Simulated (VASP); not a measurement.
Level of theory: PBEsol GGA, VASP's PBE PAW potentials (set 64) (plane waves; VASP).

VASP input:

**POSCAR**
```
Tl
1
    1.7179779385    -2.9756251765     0.0000000000
    1.7179779385     2.9756251765     0.0000000000
    0.0000000000    -0.0000000000     5.5623181137
Tl
2
Direct
  0.3333330000   0.6666670000   0.2500000000
  0.6666670000   0.3333330000   0.7140437681
```

### KPOINTS
```
Automatic mesh
0
Gamma
12 12 6
0 0 0
```

INCAR:
```
# general
SYSTEM   =  Tl
PREC     =  Accurate
ENCUT    =  480
LREAL    =  .FALSE.
LASPH    =  .TRUE.

# electronic loop
EDIFF    =  1E-7
NELM     =  100
ALGO     =  Normal
LMAXMIX  =  4

# smearing
ISMEAR   =  1
SIGMA    =  0.1

# functional
GGA      =  PS

# ions
ISIF     =  2

# output
LWAVE    =  .FALSE.
LCHARG   =  .FALSE.
```

POTCAR, in this order: Tl_d (PBE.64 set). Program: vasp_std.

Problem. What will the output report for the number of irreducible k-points (NKPTS), number of bands (NBANDS), largest plane-wave count, number of space-group operations, FFT grid (NGX, NGY, NGZ)?

Solution. 
| Item | Value |
|---|---|
| number of irreducible k-points (NKPTS) | 100 |
| number of bands (NBANDS) | 17 |
| largest plane-wave count | 1374 |
| number of space-group operations | 12 |
| FFT grid (NGX, NGY, NGZ) | 28 × 28 × 40 |

The compound is Tl in the hcp structure. This cell was strained or had an atom moved on purpose.
